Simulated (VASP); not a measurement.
A convergence study with VASP on Zr (space group no. 194 when undisturbed): a few settings are varied, all else stays as given below, so the limit is that of these other settings. One atom is moved off its site, so that forces are finite.

```
Zr
1.0
    1.62308    -2.81125     0.00000
    1.62308     2.81125     0.00000
    0.00000     0.00000     5.17575
Zr
2
Direct
  0.33333   0.66667   0.25966
  0.66667   0.33333   0.75000
```

Level of theory: PBE GGA, VASP's PBE PAW potentials (set 64) (plane waves; VASP). The last row used: 300 eV cut-off, 20×20×12 Γ-centred mesh, Gaussian smearing of 0.010 eV, potentials Zr_sv.

```
setting       E (eV/atom)  pressure (GPa)  largest force (eV/Å)  irreducible k-points
------------  -----------  --------------  --------------------  --------------------
SIGMA = 1.0       -8.4797            0.92                 0.263                   473
SIGMA = 0.5           ___             ___                   ___                   473
SIGMA = 0.3       -8.5078           -1.33                 0.207                   473
SIGMA = 0.2       -8.5085           -1.40                 0.201                   473
SIGMA = 0.1           ___             ___                   ___                   473
SIGMA = 0.05      -8.5089           -1.43                 0.193                   473
SIGMA = 0.02      -8.5089           -1.44                 0.197                   473
SIGMA = 0.01      -8.5089           -1.44                 0.199                   473
```

**Question.** What belongs in the gaps?

**Answer.** 
- SIGMA = 0.5, E (eV/atom): -8.5016
- SIGMA = 0.5, pressure (GPa): -1.00
- SIGMA = 0.5, largest force (eV/Å): 0.220
- SIGMA = 0.1, E (eV/atom): -8.5088
- SIGMA = 0.1, pressure (GPa): -1.42
- SIGMA = 0.1, largest force (eV/Å): 0.194

VASP warned of too few bands at SIGMA = 1.0.

Left out are rungs that failed or repeat a setting and relaxations that didn't move; long series are thinned to 24 rows.

The structure is a typed Zr crystal (space group no. 194). The cell was not relaxed at this level, it is distorted from the ideal structure. VASP warned that the highest band is occupied, so more bands are needed.
